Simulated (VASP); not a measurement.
```
C62O
1.0
    7.14656     0.00000     0.00000
    0.00000     7.14656     0.00000
    0.00000     0.00000     7.14656
C O
62 1
Direct
  0.50000   0.00000   0.00000
  0.62543   0.12125   0.11815
  0.74903   0.24863   0.00032
  0.87470   0.37578   0.12561
  0.75366   0.00298   0.25168
  0.87396   0.12204   0.38164
  0.00000   0.00000   0.00000
  0.12500   0.12500   0.12500
  0.25000   0.25000   0.00000
  0.38055   0.37283   0.13179
  0.49339   0.49792   0.99833
  0.62870   0.63115   0.12247
  0.75000   0.75000   0.00000
  0.87500   0.87500   0.12500
  0.25000   0.00000   0.25000
  0.37907   0.13185   0.37618
  0.49354   0.24925   0.24563
  0.75178   0.49601   0.24511
  0.87551   0.61940   0.37824
  0.50616   0.00621   0.49824
  0.62634   0.12727   0.62515
  0.74959   0.24312   0.49394
  0.87409   0.37404   0.62060
  0.75000   0.00000   0.75000
  0.87500   0.12500   0.87500
  0.00000   0.50000   0.00000
  0.12500   0.62500   0.12500
  0.25000   0.75000   0.00000
  0.37500   0.87500   0.12500
  0.00000   0.25000   0.25000
  0.12500   0.37500   0.37500
  0.25369   0.50430   0.24718
  0.36993   0.62690   0.36811
  0.50404   0.75003   0.25697
  0.62500   0.87500   0.37500
  0.00000   0.00000   0.50000
  0.12500   0.12500   0.62500
  0.25001   0.24947   0.49300
  0.38185   0.38029   0.62104
  0.62541   0.62591   0.62967
  0.74387   0.75149   0.50005
  0.87500   0.87500   0.62500
  0.25000   0.00000   0.75000
  0.37500   0.12500   0.87500
  0.49637   0.24367   0.74545
  0.62500   0.37500   0.87500
  0.74718   0.50512   0.75486
  0.87500   0.62500   0.87500
  0.00000   0.75000   0.25000
  0.12500   0.87500   0.37500
  0.00000   0.50000   0.50000
  0.12500   0.62500   0.62500
  0.25000   0.75000   0.50000
  0.37500   0.87500   0.62500
  0.00000   0.25000   0.75000
  0.12500   0.37500   0.87500
  0.25000   0.50000   0.75000
  0.37500   0.62500   0.87500
  0.50000   0.75000   0.75000
  0.62500   0.87500   0.87500
  0.00000   0.75000   0.75000
  0.12500   0.87500   0.87500
  0.50148   0.49961   0.49802
```

Level of theory: PBE GGA, VASP's PBE PAW potentials (set 64) (plane waves; VASP). Settings: PREC = Normal, LREAL = Auto, ISYM = 0, EDIFF = 1E-5, 400 eV cut-off, 1×1×1 Γ-centred mesh, Gaussian smearing of 0.050 eV, potentials C O.

The supercell is sampled at Γ alone, which is coarse: total energies, pressure and levels can be off, energies of defects by several tenths of an eV.

**Question.** The ions are relaxed. Give the cell that the relaxation ends in.

**Answer.** 
```
C62O
1.0
    7.14656     0.00000     0.00000
    0.00000     7.14656     0.00000
    0.00000     0.00000     7.14656
C O
62 1
Cartesian
  3.57026   7.14069   7.12888
  4.46057   0.90434   0.90130
  5.36280   1.78558   0.00741
  6.24317   2.68917   0.90094
  5.35178   7.14333   1.79248
  6.24513   0.90240   2.68405
  0.00039   0.00177   7.13981
  0.89075   0.90698   0.88902
  1.78454   1.78471   7.13232
  2.69469   2.69211   0.90179
  3.57447   3.57439   0.00371
  4.45730   4.45739   0.89914
  5.36402   5.36448   7.13040
  6.24223   6.25737   0.88843
  1.78325   0.01076   1.76854
  2.71778   0.93352   2.68445
  3.52011   1.73135   1.70508
  5.41684   3.63435   1.70105
  6.21383   4.43085   2.68348
  3.58241   0.00129   3.56553
  4.48048   0.90216   4.45213
  5.45818   1.68663   3.63232
  6.24356   2.66813   4.45023
  5.36495   7.13703   5.35836
  6.25517   0.89280   6.25216
  0.00781   3.57859   7.12865
  0.87245   4.47338   0.87020
  1.78112   5.36714   7.13509
  2.67513   6.27632   0.87083
  0.00384   1.79752   1.79290
  0.90332   2.69281   2.67975
  1.78840   3.59357   1.77530
  2.52639   4.62293   2.50735
  3.55606   5.36151   1.77411
  4.45596   6.24496   2.67948
  0.01251   7.13536   3.56248
  0.90851   0.90274   4.45652
  1.82379   1.82165   3.56490
  2.71144   2.68312   4.54207
  4.46406   4.43725   4.54177
  5.32624   5.32498   3.56480
  6.24547   6.23930   4.45681
  1.79483   7.14493   5.34340
  2.68458   0.88570   6.25155
  3.58521   1.77394   5.38361
  4.47399   2.67384   6.27077
  5.37312   3.56292   5.38253
  6.26223   4.46363   6.25066
  7.13900   5.36536   1.76756
  0.87817   6.27032   2.66615
  7.14603   3.56530   3.56445
  0.89670   4.46080   4.44755
  1.79043   5.35818   3.53586
  2.68686   6.25139   4.44824
  0.00991   1.78258   5.35772
  0.89308   2.68817   6.24900
  1.78765   3.58395   5.36733
  2.67557   4.47218   6.25938
  3.56362   5.36004   5.36764
  4.46020   6.25524   6.24868
  0.00330   5.35279   5.34306
  0.89111   6.25696   6.23737
  3.66003   3.48802   3.84313
```

**Question.** How much energy does the relaxation gain?

**Answer.** The energy (σ→0) changes by -38.4 meV/atom, in 24 ionic steps.

The cell is a supercell with a defect, built from C (diamond): O_C-vac_C. The run is not spin-polarised, so no state with unpaired spins was tried.
